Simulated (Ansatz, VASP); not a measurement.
# Cross-check of SiC between VASP and Ansatz, part 2 of 2

Wanted: the spread between two codes on one cell, functional and k mesh. The cell is taken from a series of runs on this material, whose earlier steps may have relaxed, scaled, displaced or heated it; both programs get it as it stands.

VASP 6.6.1 and Ansatz 0.2.0.

So far. Step 2 (VASP: single point, PBE0, spin-orbit coupling): The run ends at a pressure of -1.31 GPa, with forces up to 0.012 eV/Å.

## Step 3: Ansatz: single point, PBE0, spin-orbit coupling

Level of this step: Ansatz beside VASP: Kohn-Sham DFT, plane waves, PBE0, spin-orbit coupling (Ansatz).

Ansatz runs on its fully relativistic PAW (standard-fr) files.

The same cell, functional, mesh and smearing now go to Ansatz, which takes its cutoff from its data sets.

input.yaml reads:

```yaml
crystal:
  lattice:
    - [3.0756941497, 0.0, 0.0]
    - [-1.5378470748, 2.6636292679, 0.0]
    - [0.0, 0.0, 10.07064648]
  atoms:
    - { symbol: Si, position: [0.66666667, 0.33333333, 0.93784198] }
    - { symbol: Si, position: [0.33333333, 0.66666667, 0.43784198] }
    - { symbol: Si, position: [0.0, 0.0, 0.68789438] }
    - { symbol: Si, position: [0.0, 0.0, 0.18789438] }
    - { symbol: C, position: [0.66666667, 0.33333333, 0.74980259] }
    - { symbol: C, position: [0.33333333, 0.66666667, 0.24980259] }
    - { symbol: C, position: [0.0, 0.0, 0.50046005] }
    - { symbol: C, position: [0.0, 0.0, 0.00046005] }
kpoints:
  mp_grid: { grid: [6, 6, 2] }
  band_path:
    path:
      - [0.0, 0.0, 0.0]
      - [0.5, 0.0, 0.0]
      - [0.33333333, 0.33333333, 0.0]
      - [0.0, 0.0, 0.5]
      - [0.5, 0.0, 0.5]
      - [0.33333333, 0.33333333, 0.5]
    npoints: 1
hamiltonian:
  xc: pbe0
scf:
  occupations: { method: fermi_dirac, width: 0.02 }
  n_extra_bands: 12
magnetization:
  noncollinear: true
  spin_orbit: true
output:
  eigenvalues: true
```

Run with:

```bash
ansatz run input.yaml --threads 3 --pin off --max-ram 92160MiB --backend cuda --events-out ev --progress --plain --runs-dir out --devices 1 --max-vram 13GiB
```

Numbers of over 12 decimals in the logs are rounded to 6 here.

Log:

```text
scf.n_extra_bands = 12 over 32 filled bands (N_el = 32.0): the run solves 44 bands
GPUs: using 1 of 1 available (devices: 1).
Engine: ansatz 0.2.0, x86_64-unknown-linux-gnu
Pseudopotentials: kind: paw_fr
Pseudopotential: Si, paw_fr, valence charge 4, recommended cutoff 420 eV (normal), Si.paw.azcp#standard-fr
Pseudopotential: C, paw_fr, valence charge 4, recommended cutoff 420 eV (normal), C.paw.azcp#standard-fr
Functional definition: PBE0
  parameter a = 0.25
  parameter kappa = 0.804
  parameter beta = 0.066725
  exchange = (1 - a)*pbe_x(kappa = kappa, mu = beta*pi^2/3) + a*exact_x
  correlation = pbe_c(beta = beta)
non-collinear run that drives no moment, with spin-orbit: no starting moment large enough to seed its density (crystal.atoms[].spin), no starting occupations that ask for one, no magnetisation constraint and no magnetic field, so the semilocal B_xc is pinned to zero
device memory: the entry about to start is reckoned to put 3.0 GiB on a device that reports 41.4 GiB free (of which the cap on the GPU budget leaves the run 13.0 GiB)
GPU FFT provider: cuFFT
GPU libraries: cuBLAS 13.8.2, cuFFT 12.4.0, cuSOLVER 12.3.4
Crystal: 8 atoms, lattice volume = 82.504 Å³
Basis set: ecut = 420 eV, 1605 PW (Γ)
Bands: 44, of which v1, the nominal top of the filled ones, is band 32 counted from 1 (31 counted from 0)
Symmetry: 12 space group operations + 12 with time reversal
Magnetic group: BNS 186.204 (UNI 1434), of the structure as read, at distance tolerance 4.4e-5 Å
k-points: 14 of 72
Projection manifold: j_resolved (fully-relativistic pseudo-atomic orbitals)
Non-local potential: Si, projectors of the file, l = 0: 2, l = 1: 4, l = 2: 4
Non-local potential: C, projectors of the file, l = 0: 2, l = 1: 4, l = 2: 2
PAW form: soft (Blöchl's): semilocal exchange-correlation on the pseudo side does not see the compensation charge
PAW frozen core: Si, regenerated for the run's functional, and the local potential with it (the file was generated under x = pbe(κ = 0.804, μ = 0.219515), c = pbe(β = 0.066725))
PAW frozen core: C, regenerated for the run's functional, and the local potential with it (the file was generated under x = pbe(κ = 0.804, μ = 0.219515), c = pbe(β = 0.066725))
PAW one-centre angular grid: Si, 110 points (default); XC on 64 Gauss nodes
PAW one-centre angular grid: C, 110 points (default); XC on 64 Gauss nodes
Initial density: superposition of atomic densities (chi_scale 0.1, normalization cell, long waves kept (reshape's long-wave potential 0.00 eV rms))
Initial wavefunctions: pseudopotential atomic-orbital guess
GPU buffer pool allocated for 41472 grid points (all kernels)
GPU transforms: local potential and band sums: pruned to the plane-wave sphere, on 24×24×72
Functional: x = pbe(κ = 0.804, μ = 0.219515), c = pbe(β = 0.066725), warm-up for x = 0.75 pbe(κ = 0.804, μ = 0.219515) + 0.25 exact, c = pbe(β = 0.066725)
SCF iter   1: F=—  HF=-3554.510105 eV  |F-HF|=—  |Δ(HF+E_count)|=         —  Δρ=1.41e-1  dr2=1.98e1  dr2_m=0.00e0 (ungated)  ethr=1.00e-1  |M|=0.00e0 ∫|m|=0.00e0 μB  |m|>n=0.0e0 m-floor=0.0e0 τ_xc=0.0e0  β_m=0.30  ⟨swp⟩=4.6  Hψ=2962  notcnv=0
preconditioner: auto → none  [insulator: Δε(μ)=3.981 eV  Ē_g=12.286 eV  σ=0.020 eV  W_gap=1.00  n_scr=6 (ndim 8)  ℏωp=23.1 eV  f_vac=0.000  D(μ)=0.00/eV (n_scr^D=0)]
SCF iter   2: F=—  HF=-3549.001917 eV  |F-HF|=—  |Δ(HF+E_count)|=    5.51e0  Δρ=5.52e-2  dr2=2.54e0  dr2_m=0.00e0 (ungated)  ethr=6.20e-2  |M|=0.00e0 ∫|m|=0.00e0 μB  |m|>n=0.0e0 m-floor=0.0e0 τ_xc=0.0e0  β_m=0.38  ⟨swp⟩=3.3  Hψ=1298  notcnv=0  defer=4
iter 3 solved again at ethr=7.75e-4 eV; its pass at ethr=7.95e-3 eV (dr2=2.48e-1 eV) is discarded
SCF iter   3: F=—  HF=-3548.617234 eV  |F-HF|=—  |Δ(HF+E_count)|=   3.85e-1  Δρ=2.44e-2  dr2=2.49e-1  dr2_m=0.00e0 (ungated)  ethr=7.75e-4  |M|=0.00e0 ∫|m|=0.00e0 μB  |m|>n=0.0e0 m-floor=0.0e0 τ_xc=0.0e0  β_m=0.69  ⟨swp⟩=3.1  Hψ=3151  notcnv=0  defer=1
SCF iter   4: F=—  HF=-3548.618116 eV  |F-HF|=—  |Δ(HF+E_count)|=   8.83e-4  Δρ=7.55e-3  dr2=5.16e-2  dr2_m=0.00e0 (ungated)  ethr=7.75e-4  |M|=0.00e0 ∫|m|=0.00e0 μB  |m|>n=0.0e0 m-floor=0.0e0 τ_xc=0.0e0  β_m=0.57  ⟨swp⟩=3.1  Hψ=1525  notcnv=0
SCF iter   5: F=—  HF=-3548.604471 eV  |F-HF|=—  |Δ(HF+E_count)|=   1.36e-2  Δρ=3.53e-3  dr2=1.06e-2  dr2_m=0.00e0 (ungated)  ethr=1.61e-4  |M|=0.00e0 ∫|m|=0.00e0 μB  |m|>n=0.0e0 m-floor=0.0e0 τ_xc=0.0e0  β_m=0.64  ⟨swp⟩=4.0  Hψ=1329  notcnv=0  defer=5
SCF iter   6: F=—  HF=-3548.602272 eV  |F-HF|=—  |Δ(HF+E_count)|=   2.20e-3  Δρ=1.11e-3  dr2=1.15e-3  dr2_m=0.00e0 (ungated)  ethr=3.32e-5  |M|=0.00e0 ∫|m|=0.00e0 μB  |m|>n=0.0e0 m-floor=0.0e0 τ_xc=0.0e0  β_m=0.59  ⟨swp⟩=4.6  Hψ=1631  notcnv=0  defer=9
SCF iter   7: F=-3548.602030 eV  HF=-3548.602070 eV  |F-HF|=4.05e-5  |Δ(HF+E_count)|=   2.02e-4  Δρ=2.52e-4  dr2=5.65e-5  dr2_m=0.00e0 (ungated)  ethr=3.60e-6  |M|=0.00e0 ∫|m|=0.00e0 μB  |m|>n=0.0e0 m-floor=0.0e0 τ_xc=0.0e0  ⟨swp⟩=4.4  Hψ=1655  notcnv=0  defer=7
SCF 1 stopped early in 7 iterations: F = -3548.602030 eV  dr2 = 5.65e-5
  greatest PAW one-centre occupation: 0.646 electrons in one spin orbital (limit 2), on the C atom at site 5 (counted from 0), in its partial waves of l = 0
[...]
preconditioner: auto → none  [insulator: Δε(μ)=3.820 eV  Ē_g=13.871 eV  σ=0.020 eV  W_gap=1.00  n_scr=6 (ndim 8)  ℏωp=23.1 eV  f_vac=0.000  D(μ)=0.00/eV (n_scr^D=0)]
SCF iter   2: F=—  HF=-3551.954767 eV  |F-HF|=—  |Δ(HF+E_count)|=   6.80e-3  Δρ=2.12e-3  dr2=3.54e-3  dr2_m=0.00e0 (ungated)  ethr=1.76e-6  |M|=0.00e0 ∫|m|=0.00e0 μB  |m|>n=0.0e0 m-floor=0.0e0 τ_xc=0.0e0  β_m=0.50  ⟨swp⟩=4.0  Hψ=2172  notcnv=0
SCF iter   3: F=—  HF=-3551.969241 eV  |F-HF|=—  |Δ(HF+E_count)|=   1.45e-2  Δρ=9.99e-4  dr2=7.57e-4  dr2_m=0.00e0 (ungated)  ethr=1.76e-6  |M|=0.00e0 ∫|m|=0.00e0 μB  |m|>n=0.0e0 m-floor=0.0e0 τ_xc=0.0e0  β_m=0.50  ⟨swp⟩=4.9  Hψ=2339  notcnv=0
SCF iter   4: F=—  HF=-3551.969102 eV  |F-HF|=—  |Δ(HF+E_count)|=   1.39e-4  Δρ=4.37e-4  dr2=2.26e-4  dr2_m=0.00e0 (ungated)  ethr=1.76e-6  |M|=0.00e0 ∫|m|=0.00e0 μB  |m|>n=0.0e0 m-floor=0.0e0 τ_xc=0.0e0  β_m=0.53  ⟨swp⟩=2.0  Hψ=1064  notcnv=0
SCF iter   5: F=—  HF=-3551.969061 eV  |F-HF|=—  |Δ(HF+E_count)|=   4.03e-5  Δρ=1.31e-4  dr2=8.30e-5  dr2_m=0.00e0 (ungated)  ethr=5.22e-7  |M|=0.00e0 ∫|m|=0.00e0 μB  |m|>n=0.0e0 m-floor=0.0e0 τ_xc=0.0e0  β_m=0.56  ⟨swp⟩=3.0  Hψ=1364  notcnv=0
SCF iter   6: F=—  HF=-3551.969528 eV  |F-HF|=—  |Δ(HF+E_count)|=   4.67e-4  Δρ=2.58e-4  dr2=6.94e-5  dr2_m=0.00e0 (ungated)  ethr=3.72e-8  |M|=0.00e0 ∫|m|=0.00e0 μB  |m|>n=0.0e0 m-floor=0.0e0 τ_xc=0.0e0  β_m=0.56  ⟨swp⟩=5.0  Hψ=2077  notcnv=0
SCF iter   7: F=-3551.969503 eV  HF=-3551.969503 eV  |F-HF|=4.91e-7  |Δ(HF+E_count)|=   2.46e-5  Δρ=3.04e-5  dr2=3.40e-6  dr2_m=0.00e0 (ungated)  ethr=3.72e-8  |M|=0.00e0 ∫|m|=0.00e0 μB  |m|>n=0.0e0 m-floor=0.0e0 τ_xc=0.0e0  ⟨swp⟩=3.7  Hψ=1598  notcnv=0
SCF 2 stopped early in 7 iterations: F = -3551.969503 eV  dr2 = 3.40e-6
hybrid outer 1: dexx = +1.650e-2 eV, tail = 1.59e-5 eV
GPU FFT provider: cuFFT
GPU libraries: cuBLAS 13.8.2, cuFFT 12.4.0, cuSOLVER 12.3.4
Projection manifold: j_resolved (fully-relativistic pseudo-atomic orbitals)
GPU buffer pool allocated for 41472 grid points (all kernels)
GPU transforms: local potential and band sums: pruned to the plane-wave sphere, on 24×24×72
Exchange kernel: α = 0.2500, full range, Wigner–Seitz truncation, v(0) = 11266.2588 eV·Å³, q-mesh 6×6×2, nearest image of the exchange supercell L = 18.45 Å, pair-density grid 15×15×48, without the augmentation charges, whose exchange is taken in its separable form by FFT convolution over the k-point mesh (sized by the pseudopotential files, 18×18×72 at the most), smooth part of the exact exchange by density-matrix convolution in up to 3.38 GiB of GPU memory as planned if the GPU has room (build and FFT work areas not counted)
Frozen-core exchange: fock
SCF iter   1: F=—  HF=-3551.969416 eV  |F-HF|=—  |Δ(HF+E_count)|=         —  Δρ=2.42e-5  dr2=2.81e-7  dr2_m=0.00e0 (ungated)  ethr=2.48e-7  |M|=0.00e0 ∫|m|=0.00e0 μB  |m|>n=0.0e0 m-floor=0.0e0 τ_xc=0.0e0  β_m=0.30  ⟨swp⟩=5.9  Hψ=1711  notcnv=0
preconditioner: auto → none  [insulator: Δε(μ)=3.864 eV  Ē_g=13.886 eV  σ=0.020 eV  W_gap=1.00  n_scr=6 (ndim 8)  ℏωp=23.1 eV  f_vac=0.000  D(μ)=0.00/eV (n_scr^D=0)]
SCF iter   2: F=—  HF=-3551.969416 eV  |F-HF|=—  |Δ(HF+E_count)|=   5.34e-8  Δρ=1.57e-5  dr2=1.54e-7  dr2_m=0.00e0 (ungated)  ethr=8.12e-10  |M|=0.00e0 ∫|m|=0.00e0 μB  |m|>n=0.0e0 m-floor=0.0e0 τ_xc=0.0e0  β_m=0.62  ⟨swp⟩=3.4  Hψ=1533  notcnv=0
iter 3 solved again at ethr=1.25e-11 eV; its pass at ethr=4.13e-10 eV (dr2=4.00e-9 eV) is discarded
SCF iter   3: F=-3551.969416 eV  HF=-3551.969416 eV  |F-HF|=6.57e-10  |Δ(HF+E_count)|=   2.68e-8  Δρ=3.62e-6  dr2=2.39e-8  dr2_m=0.00e0 (ungated)  ethr=1.25e-11  |M|=0.00e0 ∫|m|=0.00e0 μB  |m|>n=0.0e0 m-floor=0.0e0 τ_xc=0.0e0  ⟨swp⟩=3.6  Hψ=2899  notcnv=0
SCF 3 converged in 3 iterations: F = -3551.969416 eV  dr2 = 2.39e-8
hybrid outer 2: dexx = +2.130e-7 eV, tail = 5.28e-8 eV, Δε = 7.76e-4 eV (about 5.35e-5 eV left of the loop's levels)
device memory: the entry about to start is reckoned to put 1.1 GiB on a device that reports 41.1 GiB free (of which the cap on the GPU budget leaves the run 13.0 GiB)
NSCF: frozen V_eff on 6 k-points
hybrid SCF converged: 2 outer / 10 inner (+7 warm-up), last move |dexx| = 2.13e-7 eV, tail = 5.28e-8 eV
Magnetization: |M| = 0.0000 μB,  M = (+0.0000, +0.0000, +0.0000) μB
Absolute magnetization: 0.0000 μB (∫|m|)
  site 0: m = (+0.0000, +0.0000, +0.0000) μB, |m| = 0.0000 μB  (R = 0.78 Å)
  site 1: m = (+0.0000, +0.0000, +0.0000) μB, |m| = 0.0000 μB  (R = 0.78 Å)
  site 2: m = (+0.0000, +0.0000, +0.0000) μB, |m| = 0.0000 μB  (R = 0.78 Å)
  site 3: m = (+0.0000, +0.0000, +0.0000) μB, |m| = 0.0000 μB  (R = 0.78 Å)
  site 4: m = (+0.0000, +0.0000, +0.0000) μB, |m| = 0.0000 μB  (R = 0.78 Å)
  site 5: m = (+0.0000, +0.0000, +0.0000) μB, |m| = 0.0000 μB  (R = 0.78 Å)
  site 6: m = (+0.0000, +0.0000, +0.0000) μB, |m| = 0.0000 μB  (R = 0.78 Å)
  site 7: m = (+0.0000, +0.0000, +0.0000) μB, |m| = 0.0000 μB  (R = 0.78 Å)
Free energy (F): -3551.969416 eV
Frozen-core exchange: fock
Harris-Foulkes:  -3551.969416 eV  (|F-HF|=6.57e-10)
Internal energy: -3551.969416 eV  (E = F + TS)
E sigma→0 (E₀):  -3551.969416 eV
Fermi energy:    10.544839 eV
--- Per-component energies (eV) ---
  E_band       = 64.417237
  E_kinetic    = 543.791151
  E_local      = -414.371546  (includes V_loc(G=0)·N_el)
  E_nonlocal   = 202.366479
  E_hartree    = 129.432618
  E_xc         = -327.636107
  E_vxc        = -340.484230  (∫ρ·V_xc dr)
  E_exx        = -74.040892  (= α·E_x^exact, valence–valence)
  E_paw        = -2471.695160  (= ΣΔE_a)
  E_vpaw       = -37.667936  (= ΣTr[D̂ρ^β])
  E_aug_tail   = 0.000056  (compensation charges beyond the density's cutoff)
  E_ewald      = -1139.521310
  E_core_change = -0.294706  (= ΣΔE_core)
  E_smearing   = -0.000000  (= −TS)
  E_closure    = -0.000000  (closes the sum)
  Σ components = -3551.969416   (vs F -3551.969416, Δ=-4.55e-13)
--- Band table (eV; the first three rows and the last of 14) ---
  k-point 0: bands = [... 28 lower, 8.6095, 8.6095, 8.6187, 8.6187, 15.6501, 15.6501, 16.2624, 16.2624, ... 8 higher]
  k-point 1: bands = [... 28 lower, 8.3918, 8.3918, 8.3918, 8.3918, 15.8700, 15.8700, 15.8700, 15.8700, ... 8 higher]
  k-point 2: bands = [... 28 lower, 8.2029, 8.2083, 8.3422, 8.3423, 15.2403, 15.2443, 15.9806, 15.9822, ... 8 higher]
  k-point 13: bands = [... 28 lower, 5.9285, 5.9285, 5.9305, 5.9305, 13.5537, 13.5537, 13.5558, 13.5558, ... 8 higher]
```

## Step 4: Comparison

Known differences besides the potentials themselves: spin-orbit coupling enters by fully relativistic files in Ansatz and inside the spheres in VASP; exact exchange at q = 0 is treated differently, which shows on coarse meshes; VASP keeps PBE cores, Ansatz makes them for the functional; the cutoff is 420 eV in Ansatz and 520 eV in VASP; VASP takes a coarser grid for exact exchange (PRECFOCK = Fast). Total energies have different zeros and are not compared.

Both answers:

```tsv
quantity	Ansatz	VASP	difference
gap on the k mesh (eV)	3.864	3.887	-0.023
```

A gap on the mesh is an upper bound, since the band edges may lie between its points.

## Step 5: Outcome

```json
{
 "difference in gap on the k mesh (single point, PBE0, spin-orbit coupling)": "-0.023 eV"
}
```

In words: The difference in gap on the k mesh is -0.023 eV (single point, PBE0, spin-orbit coupling), within the 0.08 eV picked in this series as the mark of a large difference. Such differences can come from data sets, numerical settings and the points named under the comparisons, not from the functional's error against experiment.

[Lines on the potential files, build, host, timing and source positions are cut from VASP's logs without a mark.]

[Logs are printed without paths, hosts, clocks, repeated set-up lines and the standing remarks that a program may print on its own settings, such as how far it seeks lower states.]

[Hosts, paths, dates, database ids (printed as entryN), source tags and the programs' standing remarks are cut or masked in the printed files.]
